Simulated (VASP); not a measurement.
These are r2SCAN meta-GGA, VASP's PBE PAW potentials (set 64) (plane waves; VASP) values and carry that method's errors.

VASP input:

POSCAR:
```
Zn
1.0
  0.0000000000   1.9628980000   1.9628980000
  1.9628980000   0.0000000000   1.9628980000
  1.9628980000   1.9628980000   0.0000000000
Zn
1
Cart
  0.0000000000   0.0000000000   0.0000000000
```

### INCAR
```
ENCUT=400   # plane-wave cut-off (eV)
ISMEAR=1
METAGGA=R2SCAN
PREC=Accurate
LASPH=T
LWAVE=F
LMIXTAU=T
LMAXMIX=4   # l cut-off of mixed one-centre charges
ALGO=Normal   # blocked Davidson
ISIF=3   # ions, shape and volume
LREAL=F
LCHARG=F
IBRION=2
EDIFFG=-0.01   # ionic stop
SYSTEM=Zn
NELM=100
SIGMA=0.1
NSW=60   # most ionic steps
EDIFF=1E-6   # SCF stop (eV)
```

**KPOINTS**
```
kpoints
0
Gamma
14 14 14
0 0 0
```

POTCAR, in this order: Zn (PBE.64 set). Program: vasp_std.

The resulting files:

OSZICAR:
```
       N       E                     dE             d eps       ncg     rms          rms(c)
DAV:   1     0.210677340400E+02    0.21068E+02   -0.60723E+03  2128   0.163E+03
DAV:   2    -0.980604698466E+01   -0.30874E+02   -0.29338E+02  2116   0.184E+02
DAV:   3    -0.103902059886E+02   -0.58416E+00   -0.58383E+00  2366   0.297E+01
DAV:   4    -0.103914340402E+02   -0.12281E-02   -0.12280E-02  2244   0.131E+00
DAV:   5    -0.103914355007E+02   -0.14604E-05   -0.14603E-05  2236   0.428E-02    0.287E+00
DAV:   6    -0.867155166380E+01    0.17199E+01   -0.17908E+00  2406   0.308E+01    0.303E+00
DAV:   7    -0.884816046091E+01   -0.17661E+00   -0.29337E-01  2426   0.115E+01    0.159E+00
DAV:   8    -0.885237112846E+01   -0.42107E-02   -0.18876E-02  2134   0.201E+00    0.421E-01
DAV:   9    -0.885987877489E+01   -0.75076E-02   -0.14754E-02  2108   0.168E+00    0.901E-02
DAV:  10    -0.886073576677E+01   -0.85699E-03   -0.29797E-03  2440   0.103E+00    0.947E-02
DAV:  11    -0.886070422840E+01    0.31538E-04   -0.12363E-03  2116   0.350E-01    0.360E-02
DAV:  12    -0.886119871237E+01   -0.49448E-03   -0.35708E-04  2098   0.317E-01    0.659E-03
DAV:  13    -0.886122882214E+01   -0.30110E-04   -0.32357E-05  2134   0.650E-02    0.212E-03
DAV:  14    -0.886122791849E+01    0.90365E-06   -0.25401E-06  2210   0.203E-02
   1 F= -.88612279E+01 E0= -.88611616E+01  d E =-.886123E+01
       N       E                     dE             d eps       ncg     rms          rms(c)
DAV:   1    -0.952583723505E+01   -0.66461E+00   -0.78129E+00  2356   0.569E+01    0.589E+00
DAV:   2    -0.891680198969E+01    0.60904E+00   -0.37374E+00  2354   0.443E+01    0.175E+00
DAV:   3    -0.888173258515E+01    0.35069E-01   -0.11456E-01  2374   0.714E+00    0.106E+00
DAV:   4    -0.884844186754E+01    0.33291E-01   -0.47832E-02  2610   0.383E+00    0.963E-02
DAV:   5    -0.887220252755E+01   -0.23761E-01   -0.90096E-03  2260   0.161E+00    0.618E-02
DAV:   6    -0.887199256808E+01    0.20996E-03   -0.74314E-04  2116   0.466E-01    0.224E-02
DAV:   7    -0.887195014267E+01    0.42425E-04   -0.18932E-04  2224   0.248E-01    0.134E-02
DAV:   8    -0.887228574971E+01   -0.33561E-03   -0.16015E-04  2134   0.203E-01    0.871E-03
DAV:   9    -0.887231146246E+01   -0.25713E-04   -0.14417E-05  2112   0.557E-02    0.239E-03
DAV:  10    -0.887231534626E+01   -0.38838E-05   -0.40367E-07  1568   0.103E-02    0.152E-03
DAV:  11    -0.887231233542E+01    0.30108E-05   -0.17713E-07  1058   0.600E-03    0.293E-04
DAV:  12    -0.887231334947E+01   -0.10140E-05   -0.25424E-08  1044   0.263E-03    0.229E-04
DAV:  13    -0.887231320298E+01    0.14649E-06   -0.41788E-09  1046   0.138E-03
   2 F= -.88723132E+01 E0= -.88723211E+01  d E =-.110853E-01
       N       E                     dE             d eps       ncg     rms          rms(c)
DAV:   1    -0.888048130445E+01   -0.81680E-02   -0.10106E-01  2346   0.694E+00    0.631E-01
DAV:   2    -0.887284759724E+01    0.76337E-02   -0.31810E-02  2348   0.405E+00    0.207E-01
DAV:   3    -0.887244672024E+01    0.40088E-03   -0.40035E-04  2100   0.340E-01    0.119E-01
DAV:   4    -0.887204843425E+01    0.39829E-03   -0.73536E-04  2556   0.473E-01    0.177E-02
DAV:   5    -0.887244637290E+01   -0.39794E-03   -0.16034E-04  2226   0.227E-01    0.410E-03
DAV:   6    -0.887243856907E+01    0.78038E-05   -0.82538E-06  2154   0.449E-02    0.330E-03
DAV:   7    -0.887244766285E+01   -0.90938E-05   -0.44739E-06  2140   0.384E-02    0.108E-03
DAV:   8    -0.887244686131E+01    0.80155E-06   -0.15298E-07  1050   0.727E-03
   3 F= -.88724469E+01 E0= -.88724521E+01  d E =-.112189E-01
```

**OUTCAR**
```
------------------------ aborting loop because EDIFF is reached ----------------------------------------
  FORCE on cell =-STRESS in cart. coord.  units (eV):
  Direction    XX          YY          ZZ          XY          YZ          ZX
  --------------------------------------------------------------------------------------
  Total        0.0073969      0.0073969      0.0073969     -0.0000000     -0.0000000      0.0000000
  in kB        0.8259098      0.8259098      0.8259098     -0.0000000     -0.0000000      0.0000000
  external PRESSURE =       0.8259098 kB  Pullay stress =       0.0000000 kB
  volume of cell :       14.35
      direct lattice vectors                 reciprocal lattice vectors
    -0.000000000  1.928705204  1.928705204    -0.259241277  0.259241277  0.259241277
     1.928705204  0.000000000  1.928705204     0.259241277 -0.259241277  0.259241277
     1.928705204  1.928705204  0.000000000     0.259241277  0.259241277 -0.259241277
 POSITION                                       TOTAL-FORCE (eV/Angst)
 -----------------------------------------------------------------------------------
     -0.00000      0.00000      0.00000        -0.000000     -0.000000     -0.000000
 -----------------------------------------------------------------------------------
    total drift:                                0.000000     -0.000000     -0.000000
  FREE ENERGIE OF THE ION-ELECTRON SYSTEM (eV)
  ---------------------------------------------------
  free  energy   TOTEN  =        -8.8724468613 eV

  energy  without entropy=       -8.8724626284  energy(sigma->0) =       -8.87245212

 reached required accuracy - stopping structural energy minimisation
```
(Selected blocks of OUTCAR.)

File CONTCAR:
```
Zn
   1.00000000000000
    -0.0000000000000000    1.9287052040931512    1.9287052040931512
     1.9287052040931512    0.0000000000000000    1.9287052040931512
     1.9287052040931512    1.9287052040931512    0.0000000000000000
  Zn
     1
Direct
     0.0000000000000000    0.0000000000000000    0.0000000000000000
```

### OUTCAR
```
 val. band max:        3.2579531816   @ k =  -0.3571   0.2857   0.1429

 cond. band min:       3.4198478350   @ k =  -0.3571   0.5000   0.1429


 Fermi energy:         3.3809729762

 k-point     1 :       0.0000    0.0000    0.0000
  band No.  band energies     occupation
      1      -7.9425      2.00000
      2      -4.7218      2.00000
      3      -4.7218      2.00000
      4      -4.7217      2.00000
      5      -4.2949      2.00000
      6      -4.2949      2.00000
      7      23.4896      0.00000
      8      23.5284      0.00000
      9      23.5288      0.00000
     10      23.5288      0.00000

 k-point     2 :       0.0714    0.0000    0.0000
  band No.  band energies     occupation
      1      -7.7749      2.00000
      2      -4.7370      2.00000
      3      -4.7022      2.00000
      4      -4.7021      2.00000
      5      -4.3003      2.00000
      6      -4.3003      2.00000
      7      20.5281      0.00000
      8      22.9181      0.00000
      9      22.9184      0.00000
     10      23.4416      0.00000

 k-point     3 :       0.1429    0.0000    0.0000
  band No.  band energies     occupation
      1      -7.2848      2.00000
      2      -4.7658      2.00000
      3      -4.6576      2.00000
      4      -4.6575      2.00000
      5      -4.3051      2.00000
      6      -4.3051      2.00000
      7      16.7175      0.00000
      8      21.9924      0.00000
      9      21.9926      0.00000
     10      23.2698      0.00000

 k-point     4 :       0.2143    0.0000    0.0000
  band No.  band energies     occupation
      1      -6.5410      2.00000
      2      -4.7277      2.00000
      3      -4.6298      2.00000
      4      -4.6297      2.00000
      5      -4.2736      2.00000
      6      -4.2736      2.00000
      7      13.0737      0.00000
      8      21.2301      0.00000
      9      21.2303      0.00000
     10      23.0050      0.00000

 k-point     5 :       0.2857    0.0000    0.0000
...
```

Energy and stress use the plane-wave basis of the starting cell.

The structure was generated: Zn was put into the fcc type (Fm-3m), which need not be its known phase. This run relaxes it. Symmetry was kept, so distortions that lower it aren't found.
